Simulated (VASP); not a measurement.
Output of a VASP run:

**OSZICAR**
```
       N       E                     dE             d eps       ncg     rms          rms(c)
DAV:   1     0.223760880239E+03    0.22376E+03   -0.13767E+04  2688   0.150E+03
DAV:   2     0.254234958285E+01   -0.22122E+03   -0.21933E+03  3392   0.416E+02
DAV:   3    -0.117497381920E+02   -0.14292E+02   -0.14112E+02  5008   0.786E+01
DAV:   4    -0.120321551950E+02   -0.28242E+00   -0.28240E+00  2992   0.123E+01
DAV:   5    -0.120405519564E+02   -0.83968E-02   -0.83965E-02  4216   0.143E+00    0.152E+01
DAV:   6    -0.115765677404E+02    0.46398E+00   -0.75022E-01  2784   0.772E+00    0.633E+00
DAV:   7    -0.114937402296E+02    0.82828E-01   -0.50004E-01  3704   0.557E+00    0.105E+00
DAV:   8    -0.115002384910E+02   -0.64983E-02   -0.41989E-02  3520   0.182E+00    0.189E-01
DAV:   9    -0.115000769866E+02    0.16150E-03   -0.10373E-03  3248   0.345E-01    0.457E-02
DAV:  10    -0.115000325042E+02    0.44482E-04   -0.45539E-05  3936   0.669E-02    0.149E-02
DAV:  11    -0.115000335021E+02   -0.99793E-06   -0.69413E-06  2960   0.292E-02    0.737E-03
DAV:  12    -0.115000336084E+02   -0.10627E-06   -0.41367E-07  2976   0.674E-03    0.266E-03
DAV:  13    -0.115000334456E+02    0.16274E-06   -0.10734E-07  1960   0.356E-03    0.105E-03
DAV:  14    -0.115000334711E+02   -0.25501E-07   -0.29987E-08  1808   0.219E-03
   1 F= -.11500033E+02 E0= -.11499846E+02  d E =-.115000E+02
```

### OUTCAR
```
------------------------ aborting loop because EDIFF is reached ----------------------------------------
  FORCE on cell =-STRESS in cart. coord.  units (eV):
  Direction    XX          YY          ZZ          XY          YZ          ZX
  --------------------------------------------------------------------------------------
  Total        0.8582450      0.8582450      0.8845580      0.0000000     -0.0000000      0.0000000
  in kB       30.6725881     30.6725869     31.6129816      0.0000000     -0.0000000      0.0000000
  external PRESSURE =      30.9860522 kB  Pullay stress =       0.0000000 kB
  volume of cell :       44.83
      direct lattice vectors                 reciprocal lattice vectors
     1.589483288 -2.753065760  0.000000000     0.314567636 -0.181615713  0.000000000
     1.589483288  2.753065760  0.000000000     0.314567636  0.181615713  0.000000000
     0.000000000  0.000000000  5.122345805     0.000000000  0.000000000  0.195223056
 POSITION                                       TOTAL-FORCE (eV/Angst)
 -----------------------------------------------------------------------------------
      1.58948      0.91769      1.28059         0.000000      0.000000      0.000000
      1.58948     -0.91769      3.84176        -0.000000      0.000000      0.000000
 -----------------------------------------------------------------------------------
    total drift:                                0.000000      0.001124     -0.000019
  FREE ENERGIE OF THE ION-ELECTRON SYSTEM (eV)
  ---------------------------------------------------
  free  energy   TOTEN  =       -11.5000334711 eV

  energy  without entropy=      -11.4994714640  energy(sigma->0) =      -11.49984614

 reached required accuracy - stopping structural energy minimisation
```
(Selected blocks of OUTCAR.)

### POSCAR
```
Zr
1
    1.5894832882    -2.7530657602     0.0000000000
    1.5894832882     2.7530657602     0.0000000000
    0.0000000000     0.0000000000     5.1223458047
Zr
2
Direct
  0.3333330000   0.6666670000   0.2500000000
  0.6666670000   0.3333330000   0.7500000000
```

**Question.** Write an INCAR and KPOINTS that could have produced this output.

**Answer.** Several could match; the one computed here: the input of the run itself, optB88-vdW, plane waves, VASP's PBE PAW potentials (set 64).

INCAR:
```
# general
SYSTEM    =  Zr
PREC      =  Accurate
ENCUT     =  520   # plane-wave cut-off (eV)
LREAL     =  F
LASPH     =  T

# electronic loop
EDIFF     =  1E-7
NELM      =  100   # most electronic steps
ALGO      =  Normal
LMAXMIX   =  4   # l cut-off of mixed one-centre charges

# smearing
ISMEAR    =  1
SIGMA     =  0.1   # width (eV)

# functional
GGA       =  BO
LUSE_VDW  =  T
AGGAC     =  0.0
PARAM1    =  0.1833333333
PARAM2    =  0.22

# ions
IBRION    =  2   # conjugate gradients
NSW       =  30   # most ionic steps
ISIF      =  4
EDIFFG    =  -0.01   # ionic stop

# output
LWAVE     =  F
LCHARG    =  F
```

### KPOINTS
```
Automatic
0
G
13 13 7
0 0 0
```

POTCAR, in this order: Zr_sv (PBE.64 set). Program: vasp_std.

The compound is Zr in the hcp structure. This cell is one point of a volume scan, at 0.97 of the reference volume.
